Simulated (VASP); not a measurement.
An input for Quantum ESPRESSO's pw.x (written as the equivalent of a VASP run, and not itself run):

```
&CONTROL
  calculation = 'scf'
  pseudo_dir = './pseudo'
  outdir = './out'
  tprnfor = .true.
  tstress = .true.
/
&SYSTEM
  ibrav = 0
  nat = 8
  ntyp = 3
  ecutwfc = 82.3
  occupations = 'smearing'
  smearing = 'fermi-dirac'
  degauss = 0.00735
  input_dft = 'pbe'
/
&ELECTRONS
  conv_thr = 7.3e-08
  electron_maxstep = 100
/
ATOMIC_SPECIES
  In 114.818 In.upf
  Ag 107.868 Ag.upf
  Te 127.600 Te.upf
CELL_PARAMETERS angstrom
    -3.1561970    3.1561970    6.2424850
     3.1561970   -3.1561970    6.2424850
     3.1561970    3.1561970   -6.2424850
ATOMIC_POSITIONS crystal
  In   0.5000000  0.5000000  0.0000000
  In   0.2500000  0.7500000  0.5000000
  Ag   0.0000000  0.0000000  0.0000000
  Ag   0.7500000  0.2500000  0.5000000
  Te   0.3750000  0.3713500  0.4963500
  Te   0.6286500  0.1250000  0.0036500
  Te   0.8750000  0.8786500  0.5036500
  Te   0.1213500  0.6250000  0.9963500
K_POINTS automatic
  3 3 3 0 0 0
```

Problem. Translate this input to VASP (INCAR, KPOINTS, POSCAR, choice of POTCAR).

Solution. This is not unique; one that fits is 
### KPOINTS
```
Automatic mesh
0
Gamma
3 3 3
0 0 0
```

### POSCAR
```
InAgTe2
1
   -3.1561970000     3.1561970000     6.2424850000
    3.1561970000    -3.1561970000     6.2424850000
    3.1561970000     3.1561970000    -6.2424850000
In Ag Te
2 2 4
Direct
  0.5000000000   0.5000000000   0.0000000000
  0.2500000000   0.7500000000   0.5000000000
  0.0000000000   0.0000000000   0.0000000000
  0.7500000000   0.2500000000   0.5000000000
  0.3750000000   0.3713500000   0.4963500000
  0.6286500000   0.1250000000   0.0036500000
  0.8750000000   0.8786500000   0.5036500000
  0.1213500000   0.6250000000   0.9963500000
```

INCAR:
```
LREAL = .FALSE.   ! projection in real space or not
EDIFF = 1E-6
SYSTEM = InAgTe2
LWAVE = .FALSE.
ISMEAR = -1   ! Fermi-Dirac
GGA = PE
ALGO = Normal
ENCUT = 300   ! plane-wave cut-off (eV)
NELM = 100
SIGMA = 0.1   ! width (eV)
LASPH = .TRUE.   ! aspherical one-centre terms
LCHARG = .FALSE.
PREC = Accurate
ISIF = 2   ! forces and stress, cell fixed
LMAXMIX = 4
```

POTCAR, in this order: In_d Ag Te (PBE.64 set). Program: vasp_std.

What does not carry over: the potentials are each code's own (VASP's PAW set, PseudoDojo norm-conserving files in pw.x), so ENCUT and ecutwfc are chosen apart and not converted; conv_thr bounds pw.x's estimated SCF error, while EDIFF bounds the energy change between steps.

The structure comes from a computed database's InAgTe2 entry; how it stands against other phases isn't given here. The cell was not relaxed at this level, and its volume differs by -5.9 % from the start's. The k-mesh is coarse (spacing up to 0.47 per Å, 2π included), so the numbers may not be converged in it.
